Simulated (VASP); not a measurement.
Output of a VASP run:

File OSZICAR:
```
...
RMM:   6    -0.255747041446E+03   -0.15355E-04   -0.13147E-04   675   0.262E-02    0.122E-02
RMM:   7    -0.255747036756E+03    0.46906E-05   -0.23219E-05   430   0.153E-02
   6 F= -.25574704E+03 E0= -.25574585E+03  d E =-.372382E-01  mag=     1.0000
       N       E                     dE             d eps       ncg     rms          rms(c)
DAV:   1    -0.255755977093E+03   -0.89356E-02   -0.37228E-01   672   0.114E+00    0.216E-01
RMM:   2    -0.255757601370E+03   -0.16243E-02   -0.22422E-02   758   0.364E-01    0.848E-02
RMM:   3    -0.255758030142E+03   -0.42877E-03   -0.59068E-03   877   0.211E-01    0.665E-02
RMM:   4    -0.255758061406E+03   -0.31264E-04   -0.11572E-03   767   0.765E-02    0.390E-02
RMM:   5    -0.255758043683E+03    0.17722E-04   -0.26359E-04   689   0.323E-02    0.124E-02
RMM:   6    -0.255758050157E+03   -0.64733E-05   -0.61245E-05   548   0.198E-02
   7 F= -.25575805E+03 E0= -.25575688E+03  d E =-.110134E-01  mag=     1.0000
       N       E                     dE             d eps       ncg     rms          rms(c)
DAV:   1    -0.255759000939E+03   -0.95726E-03   -0.22404E-01   704   0.883E-01    0.171E-01
RMM:   2    -0.255760017481E+03   -0.10165E-02   -0.13915E-02   762   0.290E-01    0.670E-02
RMM:   3    -0.255760302991E+03   -0.28551E-03   -0.37910E-03   880   0.167E-01    0.531E-02
RMM:   4    -0.255760321031E+03   -0.18040E-04   -0.69431E-04   722   0.616E-02    0.313E-02
RMM:   5    -0.255760309925E+03    0.11106E-04   -0.17315E-04   678   0.275E-02    0.952E-03
RMM:   6    -0.255760314245E+03   -0.43199E-05   -0.39263E-05   479   0.176E-02
   8 F= -.25576031E+03 E0= -.25575915E+03  d E =-.132775E-01  mag=     1.0000
       N       E                     dE             d eps       ncg     rms          rms(c)
DAV:   1    -0.255762340081E+03   -0.20302E-02   -0.16172E-01   672   0.753E-01    0.127E-01
RMM:   2    -0.255763069798E+03   -0.72972E-03   -0.90532E-03   782   0.225E-01    0.463E-02
RMM:   3    -0.255763276101E+03   -0.20630E-03   -0.23521E-03   862   0.119E-01    0.367E-02
RMM:   4    -0.255763283548E+03   -0.74471E-05   -0.28681E-04   648   0.453E-02    0.246E-02
RMM:   5    -0.255763277989E+03    0.55594E-05   -0.12220E-04   655   0.248E-02    0.718E-03
RMM:   6    -0.255763279994E+03   -0.20057E-05   -0.19222E-05   419   0.145E-02
   9 F= -.25576328E+03 E0= -.25576215E+03  d E =-.296575E-02  mag=     1.0000
       N       E                     dE             d eps       ncg     rms          rms(c)
DAV:   1    -0.255763212281E+03    0.65707E-04   -0.61530E-02   752   0.465E-01    0.788E-02
RMM:   2    -0.255763492642E+03   -0.28036E-03   -0.34861E-03   779   0.137E-01    0.285E-02
RMM:   3    -0.255763574576E+03   -0.81934E-04   -0.90072E-04   842   0.735E-02    0.226E-02
RMM:   4    -0.255763577266E+03   -0.26900E-05   -0.10435E-04   559   0.296E-02    0.155E-02
RMM:   5    -0.255763575274E+03    0.19917E-05   -0.46199E-05   488   0.174E-02
  10 F= -.25576358E+03 E0= -.25576247E+03  d E =-.326103E-02  mag=     1.0000
       N       E                     dE             d eps       ncg     rms          rms(c)
DAV:   1    -0.255764425230E+03   -0.84796E-03   -0.93356E-02   672   0.577E-01    0.944E-02
RMM:   2    -0.255764797077E+03   -0.37185E-03   -0.47059E-03   800   0.163E-01    0.336E-02
RMM:   3    -0.255764888038E+03   -0.90961E-04   -0.99082E-04   866   0.663E-02    0.223E-02
RMM:   4    -0.255764890438E+03   -0.23996E-05   -0.92104E-05   547   0.281E-02
  11 F= -.25576489E+03 E0= -.25576386E+03  d E =-.131516E-02  mag=     1.0000
```

File OUTCAR:
```
------------------------ aborting loop because EDIFF is reached ----------------------------------------
  FORCE on cell =-STRESS in cart. coord.  units (eV):
  Direction    XX          YY          ZZ          XY          YZ          ZX
  --------------------------------------------------------------------------------------
  Total       35.7851681     35.8331358     35.8110980      0.0316441      0.0385448      0.1328388
  in kB       37.4805743     37.5308146     37.5077328      0.0331433      0.0403710      0.1391323
  external PRESSURE =      37.5063739 kB  Pullay stress =       0.0000000 kB
  volume of cell :     1529.70
      direct lattice vectors                 reciprocal lattice vectors
    11.522210422  0.000000000  0.000000000     0.086788903  0.000000000  0.000000000
     0.000000000 11.522210422  0.000000000     0.000000000  0.086788903  0.000000000
     0.000000000  0.000000000 11.522210422     0.000000000  0.000000000  0.086788903
  FREE ENERGIE OF THE ION-ELECTRON SYSTEM (eV)
  ---------------------------------------------------
  free  energy   TOTEN  =      -255.7648904377 eV

  energy  without entropy=     -255.7628325947  energy(sigma->0) =     -255.76386152

 total charge

# of ion       s       p       d       tot
------------------------------------------
    1        1.087   1.146   0.128   2.362
    2        1.087   1.148   0.128   2.363
    3        1.087   1.147   0.128   2.362
    4        1.091   1.140   0.127   2.358
    5        1.092   1.130   0.125   2.346
    6        1.092   1.130   0.125   2.347
    7        1.091   1.141   0.127   2.359
    8        1.092   1.131   0.125   2.347
    9        1.086   1.155   0.138   2.379
   10        1.092   1.130   0.125   2.346
   11        1.092   1.131   0.125   2.347
   12        1.092   1.129   0.125   2.346
   13        1.091   1.141   0.127   2.359
   14        1.087   1.148   0.128   2.363
   15        1.087   1.147   0.128   2.362
   16        1.092   1.130   0.125   2.347
   17        1.087   1.155   0.139   2.381
   18        1.092   1.129   0.125   2.345
   19        1.087   1.146   0.128   2.360
   20        1.085   1.155   0.138   2.379
   21        1.087   1.155   0.139   2.381
   22        1.087   1.147   0.128   2.362
   23        1.087   1.146   0.128   2.361
   24        1.092   1.129   0.125   2.346
   25        1.087   1.147   0.128   2.362
   26        1.087   1.147   0.128   2.362
   27        1.092   1.130   0.125   2.346
   28        1.092   1.128   0.125   2.344
   29        1.087   1.146   0.128   2.361
   30        1.092   1.129   0.125   2.346
   31        1.087   1.147   0.128   2.362
   32        1.091   1.141   0.127   2.359
   33        1.232   1.579   0.024   2.836
   34        1.218   1.591   0.024   2.833
   35        1.218   1.590   0.024   2.833
   36        1.220   1.592   0.024   2.836
   37        1.223   1.569   0.027   2.819
   38        1.220   1.593   0.024   2.837
   39        1.215   1.596   0.025   2.837
   40        1.223   1.570   0.027   2.820
   41        1.223   1.569   0.027   2.819
   42        1.218   1.590   0.024   2.833
   43        1.220   1.592   0.024   2.836
   44        1.218   1.590   0.024   2.833
   45        1.215   1.596   0.025   2.837
   46        1.232   1.580   0.024   2.836
   47        1.218   1.590   0.024   2.833
   48        1.223   1.568   0.027   2.818
...
```
(Selected blocks of OUTCAR.)

**POSCAR**
```
CuGa32As32
1
   11.5222104216     0.0000000000     0.0000000000
    0.0000000000    11.5222104216    -0.0000000000
   -0.0000000000    -0.0000000000    11.5222104216
Ga As Cu
32 32 1
Direct
  0.5000000000   0.0000000000   0.0000000000
  0.7500000000   0.2500000000   0.0000000000
  0.7500000000   0.0000000000   0.2500000000
  0.0000000000   0.0000000000   0.0000000000
  0.2500000000   0.2500000000   0.0000000000
  0.5000000000   0.5000000000   0.0000000000
  0.7500000000   0.7500000000   0.0000000000
  0.2500000000   0.0000000000   0.2500000000
  0.4978500000   0.2461890000   0.2537800000
  0.7500000000   0.5000000000   0.2500000000
  0.5000000000   0.0000000000   0.5000000000
  0.7500000000   0.2500000000   0.5000000000
  0.7500000000   0.0000000000   0.7500000000
  0.0000000000   0.5000000000   0.0000000000
  0.2500000000   0.7500000000   0.0000000000
  0.0000000000   0.2500000000   0.2500000000
  0.2472500000   0.5019850000   0.2510400000
  0.5000000000   0.7500000000   0.2500000000
  0.0000000000   0.0000000000   0.5000000000
  0.2535140000   0.2492940000   0.5004610000
  0.4995300000   0.4975620000   0.5034130000
  0.7500000000   0.7500000000   0.5000000000
  0.2500000000   0.0000000000   0.7500000000
  0.5000000000   0.2500000000   0.7500000000
  0.7500000000   0.5000000000   0.7500000000
  0.0000000000   0.7500000000   0.2500000000
  0.0000000000   0.5000000000   0.5000000000
  0.2500000000   0.7500000000   0.5000000000
  0.0000000000   0.2500000000   0.7500000000
  0.2500000000   0.5000000000   0.7500000000
  0.5000000000   0.7500000000   0.7500000000
  0.0000000000   0.7500000000   0.7500000000
  0.6250000000   0.1250000000   0.1250000000
  0.8750000000   0.3750000000   0.1250000000
  0.8750000000   0.1250000000   0.3750000000
  0.1250000000   0.1250000000   0.1250000000
  0.3740060000   0.3735440000   0.1251170000
  0.6250000000   0.6250000000   0.1250000000
  0.8750000000   0.8750000000   0.1250000000
  0.3712470000   0.1208580000   0.3719240000
  0.6254130000   0.3791350000   0.3785160000
  0.8750000000   0.6250000000   0.3750000000
  0.6250000000   0.1250000000   0.6250000000
  0.8750000000   0.3750000000   0.6250000000
  0.8750000000   0.1250000000   0.8750000000
  0.1250000000   0.6250000000   0.1250000000
  0.3750000000   0.8750000000   0.1250000000
  0.1260410000   0.3729240000   0.3765470000
  0.3759360000   0.6266890000   0.3753570000
  0.6250000000   0.8750000000   0.3750000000
  0.1250000000   0.1250000000   0.6250000000
  0.3760740000   0.3791450000   0.6264650000
  0.6250000000   0.6250000000   0.6250000000
  0.8750000000   0.8750000000   0.6250000000
  0.3750000000   0.1250000000   0.8750000000
  0.6250000000   0.3750000000   0.8750000000
  0.8750000000   0.6250000000   0.8750000000
  0.1250000000   0.8750000000   0.3750000000
  0.1250000000   0.6250000000   0.6250000000
  0.3750000000   0.8750000000   0.6250000000
  0.1250000000   0.3750000000   0.8750000000
  0.3750000000   0.6250000000   0.8750000000
  0.6250000000   0.8750000000   0.8750000000
  0.1250000000   0.8750000000   0.8750000000
  0.3760840000   0.3774530000   0.3753870000
```

Task: Write an INCAR and KPOINTS that could have produced this output.

Result: One answer among several that fit: the input of the run itself, PBE GGA, plane waves, VASP's PBE PAW potentials (set 64).

### INCAR
```
ALGO  =  Fast
EDIFF  =  1E-5
EDIFFG  =  -0.03
ENCUT  =  400
GGA  =  PE
IBRION  =  2
ISIF  =  2
ISMEAR  =  0
ISPIN  =  2
ISYM  =  0
LASPH  =  .TRUE.
LCHARG  =  .FALSE.
LMAXMIX  =  4
LORBIT  =  10
LREAL  =  Auto
LWAVE  =  .FALSE.
MAGMOM  =  65*0.0154
NELECT  =  269.0
NELM  =  100
NELMIN  =  4
NSW  =  60
NUPDOWN  =  1
PREC  =  Normal
SIGMA  =  0.05
SYSTEM  =  CuGa32As32
```

KPOINTS:
```
Automatic
0
gamma
  1 1 1
```

POTCAR, in this order: Ga As Cu (PBE.64 set). Program: vasp_gam.

The cell is charged, with a uniform compensating background. The supercell is sampled at Γ alone, which is coarse: total energies, pressure and levels can be off, energies of defects by several tenths of an eV.

The cell is a supercell with a defect, built from GaAs (zinc blende): Cu_i, charge -2.
